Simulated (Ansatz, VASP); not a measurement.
One calculation of BiO4, two programs

```
CELL_PARAMETERS angstrom
3.32995 0.00000 0.00000
-1.66497 2.88382 0.00000
0.00000 0.00000 8.76766
ATOMIC_POSITIONS crystal
Bi 0.00000 0.00000 0.00000
O 0.33333 0.66667 0.87151
O 0.33333 0.66667 0.48131
O 0.66667 0.33333 0.12849
O 0.66667 0.33333 0.51869
```

Change from the starting cell: species swapped into the Co4H type (P-3m1, No. 164).

Alike in both runs: functional PBE; k mesh 6 × 6 × 2; occupations gaussian, width 0.1 eV; no spin polarisation.

Ansatz relaxed the structure, and its values are those at the end. VASP's run is a single point on that final structure, the one shown.

|  | VASP | Ansatz |
| --- | --- | --- |
| version | VASP 6.6.1 | Ansatz 0.2.0 |
| potentials or method | VASP PAW PBE potentials, release 64 (Bi_d, O) | scalar-relativistic, plane waves, PAW |
| plane-wave cutoff (eV) | 520 | 420 |
| valence electrons in the cell | 39 | 39 |

Ansatz gave:

* gap on the k mesh at the Fermi level (eV): none
* pressure (GPa): 0.1
* rms of the force components (eV/Å): 0.009

**Question.** Which values does VASP return?

**Answer.** gap on the k mesh at the Fermi level (eV): none; pressure (GPa): 0.2; rms of the force components (eV/Å): 0.019.

A gap of «none» marks a metal or a gap that the smearing closes. With one functional, cell and mesh, what is left measures potentials, basis and numerics.

Caveats: the k mesh is coarse (spacing up to 0.36 Å⁻¹), so the values aren't converged; spin-orbit coupling is left out, which moves the levels of the heavy elements; an odd number of electrons without spin polarisation forces a metal; a magnetic or distorted state may lie lower.
